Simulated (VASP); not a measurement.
Sn3P2:

```
CELL_PARAMETERS angstrom
-4.11023 4.11023 4.11023
4.11023 -4.11023 4.11023
4.11023 4.11023 -4.11023
ATOMIC_POSITIONS crystal
Sn 0.50000 0.75000 0.25000
Sn 0.50000 0.25000 0.75000
Sn 0.25000 0.50000 0.75000
Sn 0.75000 0.50000 0.25000
Sn 0.75000 0.25000 0.50000
Sn 0.25000 0.75000 0.50000
P 0.50000 0.50000 0.50000
P 0.00000 0.00000 0.50000
P 0.00000 0.50000 0.00000
P 0.50000 0.00000 0.00000
```

The cell was built by a generator and needn't be a form met in nature.

* Program: VASP 6.6.1
* Task: relaxation of cell and atoms
* Functional: PBE
* Potentials or basis: VASP PAW PBE potentials, release 64 (Sn_d, P)
* Cutoff: 520 eV
* k mesh: 3 × 3 × 3
* Occupations: gaussian, width 0.15 eV
* Spin: no spin polarisation

At the start: pressure 4.3 GPa; volume 27.78 Å³/atom.

How do energy, volume and symmetry change on relaxing?

Over 3 steps the energy falls by 36.9 meV/atom and the volume is 30.59 Å³/atom (+10.1 %); space group Im-3m (No. 229, to 0.05 Å).

The path:
```tsv
step	energy change (eV)	largest force (eV/Å)	pressure (GPa)	volume (Å³)
1	0.0000	0.0000	4.34	277.75
2	-0.3640	0.0000	-0.42	309.13
3	-0.3687	0.0000	0.14	305.93
```

Final structure:
```yaml
crystal:
  lattice:
    - [-4.24475, 4.24475, 4.24475]
    - [4.24475, -4.24475, 4.24475]
    - [4.24475, 4.24475, -4.24475]
  atoms:
    - { symbol: Sn, position: [0.50000, 0.75000, 0.25000] }
    - { symbol: Sn, position: [0.50000, 0.25000, 0.75000] }
    - { symbol: Sn, position: [0.25000, 0.50000, 0.75000] }
    - { symbol: Sn, position: [0.75000, 0.50000, 0.25000] }
    - { symbol: Sn, position: [0.75000, 0.25000, 0.50000] }
    - { symbol: Sn, position: [0.25000, 0.75000, 0.50000] }
    - { symbol: P, position: [0.50000, 0.50000, 0.50000] }
    - { symbol: P, position: [0.00000, 0.00000, 0.50000] }
    - { symbol: P, position: [0.00000, 0.50000, 0.00000] }
    - { symbol: P, position: [0.50000, 0.00000, 0.00000] }
```

Caveat: the k mesh is coarse (spacing up to 0.36 Å⁻¹), so the values aren't converged; the relaxation stopped at a loose force limit of 0.08 eV/Å, so its end isn't a converged minimum.
